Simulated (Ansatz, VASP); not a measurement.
# Ni (Ni(110)-(2x1) missing row): VASP beside Ansatz, part 2 of 2

One calculation is typed for both programs; each brings its own data sets. How far apart do they land? The cell is taken from a series of runs on this material, whose earlier steps may have relaxed, scaled, displaced or heated it; both programs get it as it stands.

VASP 6.6.1 and Ansatz 0.2.0.

So far: Set-up; Ansatz: single point, PBE.

**3. VASP: single point, PBE**

Level of this step: PBE, spin-polarised from a ferromagnetic start; plane waves and PAW (Ni) (VASP).

The same cell, functional, mesh and smearing now go to VASP, with its own data sets.

Lines of VASP's logs that name or quote its potential files are left out, and so is its time.

Contents of INCAR:

```
SYSTEM = Ni
PREC = Accurate
ENCUT = 520
EDIFF = 1E-06
NELM = 200
ISMEAR = -1
SIGMA = 0.05
LREAL = .FALSE.
ALGO = Normal
GGA = PE
NBANDS = 64
ISPIN = 2
MAGMOM = 0.78 0.82 0.71 0.71 0.74 0.73 0.74 0.74 0.84
LASPH = .TRUE.
LMAXMIX = 4
LORBIT = 11
LWAVE = .FALSE.
LCHARG = .FALSE.
ISIF = 2
LDIPOL = .TRUE.
IDIPOL = 3
DIPOL = 0.5 0.5 0.486
LVHAR = .TRUE.
GGA_COMPAT = .FALSE.
NELMDL = -8
KPAR = 2
```

Contents of POSCAR:

```
Ni
1.0
    3.5200000000      0.0000000000      0.0000000000
    0.0000000000      4.9780317396      0.0000000000
    0.0000000000      0.0000000000     21.9780317396
Ni
9
Direct
    0.0000000000      0.0000000000      0.3867498282
    0.0000000000      0.5000000000      0.3867498282
    0.5000000000      0.2500000000      0.4433749141
    0.5000000000      0.7500000000      0.4433749141
    0.0000000000      0.0000000000      0.4985661848
    0.0000000000      0.5000000000      0.5008827101
    0.5000000000      0.2521855626      0.5559737265
    0.5000000000      0.7478144374      0.5559737265
    0.0000000000      0.0000000000      0.6053194095
```

Contents of KPOINTS:

```
Automatic mesh
0
Gamma
18 12 1
0 0 0
```

Potentials, in the order of the species: Ni (PBE family, release 64).

On the command line:

```
mpirun -np 2 vasp_std
```

Numbers of over 12 decimals in the logs are rounded to 6 here.

The log of the run:

```text
[banner, memory and clock lines left out]
running    2 mpi-ranks, on    1 nodes
 distrk:  each k-point on    1 cores,    2 groups
 distr:  one band on    1 cores,    1 groups

 POSCAR found type information on POSCAR Ni
 POSCAR found :  1 types and       9 ions
 LDA part: xc-table for (Slater+PW92), standard interpolation
 POSCAR, INCAR and KPOINTS ok, starting setup
 FFT: planning ... GRIDC
 FFT: planning ... GRID_SOFT
 FFT: planning ... GRID
 WAVECAR not read
 entering main loop
       N       E                     dE             d eps       ncg     rms          rms(c)
DAV:   1     0.615108720497E+03    0.61511E+03   -0.37610E+04 17920   0.136E+03
DAV:   2    -0.853889547552E+01   -0.62365E+03   -0.59206E+03 17992   0.310E+02
DAV:   3    -0.508619827010E+02   -0.42323E+02   -0.39716E+02 19848   0.116E+02
DAV:   4    -0.516548101771E+02   -0.79283E+00   -0.79043E+00 20248   0.180E+01
DAV:   5    -0.516722425500E+02   -0.17432E-01   -0.17432E-01 27200   0.162E+00
DAV:   6    -0.516725504736E+02   -0.30792E-03   -0.30792E-03 24656   0.191E-01
DAV:   7    -0.516725695540E+02   -0.19080E-04   -0.19080E-04 27184   0.321E-02
DAV:   8    -0.516725703466E+02   -0.79265E-06   -0.79262E-06 15560   0.511E-03    0.270E+01
DAV:   9    -0.538310040539E+02   -0.21584E+01   -0.74540E+01 20328   0.122E+02    0.432E+01
DAV:  10    -0.514987495663E+02    0.23323E+01   -0.78189E+01 20504   0.129E+02    0.388E+01
DAV:  11    -0.629873589523E+02   -0.11489E+02   -0.56171E+01 21144   0.109E+02    0.585E+01
DAV:  12    -0.477601257453E+02    0.15227E+02   -0.72107E+01 22816   0.576E+01    0.254E+01
DAV:  13    -0.453113884076E+02    0.24487E+01   -0.12232E+01 19640   0.628E+01    0.255E+01
DAV:  14    -0.453825008995E+02   -0.71112E-01   -0.18532E+01 20320   0.586E+01    0.286E+01
[...]
DAV:  44    -0.437869665821E+02   -0.17592E-04   -0.92347E-07 13120   0.598E-03    0.279E-03
DAV:  45    -0.437869746660E+02   -0.80839E-05   -0.25208E-07 12504   0.221E-03    0.171E-03
DAV:  46    -0.437869801174E+02   -0.54514E-05   -0.12633E-07 12280   0.204E-03    0.886E-04
DAV:  47    -0.437869837321E+02   -0.36147E-05   -0.90579E-08 12160   0.139E-03    0.372E-04
DAV:  48    -0.437869864050E+02   -0.26729E-05   -0.56184E-08 12048   0.805E-04    0.348E-04
DAV:  49    -0.437869878156E+02   -0.14106E-05   -0.28336E-08 11944   0.729E-04    0.285E-04
DAV:  50    -0.437869888298E+02   -0.10142E-05   -0.22259E-08 11824   0.370E-04    0.381E-04
DAV:  51    -0.437869891644E+02   -0.33465E-06   -0.21601E-09 12360   0.343E-04
   1 F= -.43786989E+02 E0= -.43707188E+02  d E =-.159602E+00  mag=     6.3961
```

From OUTCAR (step 3):

```text
ion  position               nearest neighbor table
   1  0.000  0.000  0.387-   5 2.46   2 2.49   2 2.49   3 2.49   4 2.49   3 2.49   4 2.49
   2  0.000  0.500  0.387-   1 2.49   1 2.49   4 2.49   3 2.49   3 2.49   4 2.49   6 2.51
   3  0.500  0.250  0.443-   5 2.47   5 2.47   7 2.47   4 2.49   4 2.49   2 2.49   1 2.49   2 2.49
                             1 2.49   6 2.50   6 2.50
   4  0.500  0.750  0.443-   5 2.47   5 2.47   8 2.47   3 2.49   3 2.49   2 2.49   1 2.49   2 2.49
                             1 2.49   6 2.50   6 2.50
   5  0.000  0.000  0.499-   9 2.35   1 2.46   4 2.47   3 2.47   3 2.47   4 2.47   6 2.49   6 2.49
                             7 2.50   8 2.50   7 2.50   8 2.50
   6  0.000  0.500  0.501-   7 2.47   8 2.47   7 2.47   8 2.47   5 2.49   5 2.49   3 2.50   4 2.50
                             3 2.50   4 2.50   2 2.51
   7  0.500  0.252  0.556-   9 2.42   9 2.42   6 2.47   6 2.47   8 2.47   3 2.47   5 2.50   5 2.50
                             8 2.51
   8  0.500  0.748  0.556-   9 2.42   9 2.42   6 2.47   6 2.47   7 2.47   4 2.47   5 2.50   5 2.50
                             7 2.51
   9  0.000  0.000  0.605-   5 2.35   7 2.42   8 2.42   7 2.42   8 2.42

  LATTYP: Found a simple orthorhombic cell.
 ALAT       =     3.5200000000
 B/A-ratio  =     1.4142135624
 C/A-ratio  =     6.2437590169

 Subroutine GETGRP returns: Found  4 space group operations
 (whereof  4 operations were pure point group operations)

The static configuration has the point symmetry C_2v.

 Found     70 irreducible k-points:

   k-points           NKPTS =     70   k-points in BZ     NKDIM =     70   number of bands    NBANDS=     64

   dimension x,y,z NGX =    28 NGY =   40 NGZ =  168
   dimension x,y,z NGXF=    56 NGYF=   80 NGZF=  336

   ENCUT  =  520.0 eV  38.22 Ry    6.18 a.u.   6.54  9.26 40.86*2*pi/ulx,y,z

   NELECT =      90.0000    total number of electrons

 k-points in reciprocal lattice and weights: Automatic mesh
   0.00000000  0.00000000  0.00000000       0.005
   0.05555556  0.00000000  0.00000000       0.009
   0.11111111  0.00000000  0.00000000       0.009
   0.16666667  0.00000000  0.00000000       0.009
   0.22222222  0.00000000  0.00000000       0.009
   0.27777778  0.00000000  0.00000000       0.009
   0.33333333  0.00000000  0.00000000       0.009
   0.38888889  0.00000000  0.00000000       0.009
   0.44444444  0.00000000  0.00000000       0.009
[...]
0.44444444  0.50000000  0.00000000       0.009
   0.50000000  0.50000000  0.00000000       0.005

 dipolmoment           0.000000      0.000000     -0.013907 electrons x Angstroem

 average (electrostatic) potential at core
       1 -91.8578       2 -91.9072       3 -92.1893       4 -92.1893       5 -92.3673
       6 -92.1945       7 -92.0313       8 -92.0313       9 -91.8116

 E-fermi :  -0.8768

 spin component 1
 k-point     1 :       0.0000    0.0000    0.0000
  band No.  band energies     occupation
    ...
     44      -1.4819      0.99999
     45      -1.4688      0.99999
     46      -1.4528      0.99999
     47      -1.2917      0.99975
     48      -1.2331      0.99920
     49       0.3436      0.00000
     50       0.3755      0.00000
     51       0.7885      0.00000
     52       1.2131      0.00000
     53       1.3220      0.00000
    ...

 k-point     2 :       0.0556    0.0000    0.0000
  band No.  band energies     occupation
    ...
     44      -1.4761      0.99999
     45      -1.4679      0.99999
     46      -1.4579      0.99999
     47      -1.2844      0.99971
     48      -1.2699      0.99962
     49       0.3513      0.00000
     50       0.3823      0.00000
     51       0.8097      0.00000
     52       1.2819      0.00000
     53       1.3849      0.00000
    ...

 k-point     3 :       0.1111    0.0000    0.0000
  band No.  band energies     occupation
    ...
     44      -1.5135      1.00000
     45      -1.4631      0.99999
     46      -1.4441      0.99999
     47      -1.3318      0.99989
     48      -1.2612      0.99954
     49       0.3729      0.00000
     50       0.3996      0.00000
     51       0.8715      0.00000
     52       1.4738      0.00000
     53       1.5604      0.00000
    ...

 k-point     4 :       0.1667    0.0000    0.0000
  band No.  band energies     occupation
    ...
     44      -1.5113      1.00000
     45      -1.4576      0.99999
     46      -1.4514      0.99999
     47      -1.3344      0.99989
     48      -1.2181      0.99892
     49       0.4048      0.00000
     50       0.4225      0.00000
     51       0.9627      0.00000
     52       1.3979      0.00000
     53       1.7798      0.00000
    ...

 k-point     5 :       0.2222    0.0000    0.0000
  band No.  band energies     occupation
    ...
     44      -1.4959      1.00000
     45      -1.4661      0.99999
     46      -1.4580      0.99999
     47      -1.3186      0.99985
     48      -1.1473      0.99555
     49       0.4139      0.00000
     50       0.4470      0.00000
     51       0.5840      0.00000
     52       1.1299      0.00000
     53       2.1269      0.00000
    ...

 k-point     6 :       0.2778    0.0000    0.0000
  band No.  band energies     occupation
    ...
     44      -1.4859      0.99999
     45      -1.4729      0.99999
     46      -1.4677      0.99999
     47      -1.3119      0.99983
     48      -1.0386      0.96220
     49      -0.2057      0.00000
     50       0.4705      0.00000
     51       0.5055      0.00000
     52       1.2470      0.00000
     53       2.0288      0.00000
    ...

  Total       -5.7772012     -4.9944525     -1.6957368      0.0000000      0.0000000      0.0000000
  in kB      -24.0347137    -20.7782682     -7.0547222      0.0000000      0.0000000      0.0000000
  external PRESSURE =     -17.2892347 kB  Pullay stress =       0.0000000 kB

  energy-cutoff  :      520.00
  volume of cell :      385.11
      direct lattice vectors                 reciprocal lattice vectors
     3.520000000  0.000000000  0.000000000     0.284090909  0.000000000  0.000000000
     0.000000000  4.978031740  0.000000000     0.000000000  0.200882608  0.000000000
     0.000000000  0.000000000 21.978031740     0.000000000  0.000000000  0.045499980

 POSITION                                       TOTAL-FORCE (eV/Angst)
 -----------------------------------------------------------------------------------
      0.00000      0.00000      8.50000         0.000000      0.000000      0.538346
      0.00000      2.48902      8.50000         0.000000      0.000000      0.673326
      1.76000      1.24451      9.74451         0.000000      0.120142     -0.556246
      1.76000      3.73352      9.74451         0.000000     -0.120142     -0.556246
      0.00000      0.00000     10.95750         0.000000      0.000000     -0.031437
      0.00000      2.48902     11.00842         0.000000      0.000000     -0.031683
      1.76000      1.25539     12.21921         0.000000     -0.019388     -0.013084
      1.76000      3.72264     12.21921         0.000000      0.019388     -0.013084
      0.00000      0.00000     13.30373         0.000000      0.000000     -0.009892
 -----------------------------------------------------------------------------------
    total drift:                                0.000000     -0.000000     -0.000896

  FREE ENERGIE OF THE ION-ELECTRON SYSTEM (eV)
  ---------------------------------------------------
  free  energy   TOTEN  =       -43.7869891644 eV

  energy  without entropy=      -43.6273871633  energy(sigma->0) =      -43.70718816

 vacuum level on the upper side and lower side of the slab         3.475         3.618

 total charge
# of ion       s       p       d       tot
------------------------------------------
    1        0.463   0.292   8.329   9.084
    2        0.460   0.290   8.316   9.067
    3        0.491   0.464   8.305   9.260
    4        0.491   0.464   8.305   9.260
    5        0.500   0.513   8.311   9.324
    6        0.491   0.460   8.309   9.260
    7        0.489   0.397   8.314   9.199
    8        0.489   0.397   8.314   9.199
    9        0.479   0.237   8.357   9.073
--------------------------------------------------
tot          4.352   3.512  74.860  82.724

 magnetization (x)
# of ion       s       p       d       tot
------------------------------------------
    1       -0.001  -0.015   0.760   0.744
    2        0.004  -0.014   0.803   0.792
    3       -0.007  -0.025   0.696   0.664
    4       -0.007  -0.025   0.696   0.664
    5       -0.008  -0.025   0.724   0.690
    6       -0.005  -0.023   0.721   0.693
    7       -0.006  -0.021   0.727   0.700
    8       -0.006  -0.021   0.727   0.700
    9        0.003  -0.003   0.819   0.819
--------------------------------------------------
tot         -0.034  -0.172   6.672   6.466

[... 6 further parts left out ...]
```

**4. Comparison**

Known differences besides the potentials themselves: VASP starts from the moments at which Ansatz ended; the data sets hold 162 valence electrons in Ansatz (on its default PAW (the set named soft_2) files) and 90 in VASP; the cutoff is 420 eV in Ansatz and 520 eV in VASP; site moments are counted in spheres of each program's own size. Total energies have different zeros and are not compared.

Compared:

```csv
quantity,Ansatz,VASP,difference
total moment (μB),6.52,6.40,+0.12
moment on Ni9 (μB),0.84,0.82,+0.02
moment on Ni2 (μB),0.82,0.79,+0.03
moment on Ni1 (μB),0.78,0.74,+0.03
moment on Ni7 (μB),0.74,0.70,+0.04
moment on Ni8 (μB),0.74,0.70,+0.04
moment on Ni6 (μB),0.73,0.69,+0.04
moment on Ni5 (μB),0.74,0.69,+0.05
moment on Ni4 (μB),0.71,0.66,+0.04
"work function, lower of the two faces (eV)",4.36,4.35,+0.01
"work function, higher of the two faces (eV)",4.51,4.49,+0.01
```

With vacuum in the cell, a pressure given here is an average over mostly empty space and none of the material.

**5. Outcome**

```
difference in work function, lower of the two faces (single point, PBE) : 0.012 eV
```

The difference in work function, lower of the two faces is 0.012 eV (single point, PBE). The data sets hold unlike numbers of valence electrons (162 in Ansatz and 90 in VASP), so part of the differences comes from the potentials. How closely two codes agree says nothing of how well the functional describes the real material.

[Lines on the potential files, build, host, timing and source positions are cut from VASP's logs without a mark.]

[Logs are printed without paths, hosts, clocks, repeated set-up lines and the standing remarks that a program may print on its own settings, such as how far it seeks lower states.]

[Hosts, paths, dates, database ids (printed as entryN), source tags and the programs' standing remarks are cut or masked in the printed files.]
